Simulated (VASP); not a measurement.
Take CuZn (CsCl type), against free atoms with fixed spin and no zero-point term, in VASP with PAW potentials, and its cohesive energy.

Question: One run gives 2.93 eV/atom. Which level is it?
A) r2SCAN
B) PBE
C) RPBE
D) revTPSS

Answer: D, revTPSS.  The others give 2.76 (r2SCAN), 1.95 (RPBE), 2.38 (PBE).

Only levels that ran to the end are used. Left out are those held back, those with too coarse a band path, GW runs whose mesh misses a band edge, hybrids' fits of cells that aren't cubic and levels without matching references; a question may draw on a part of the rest.
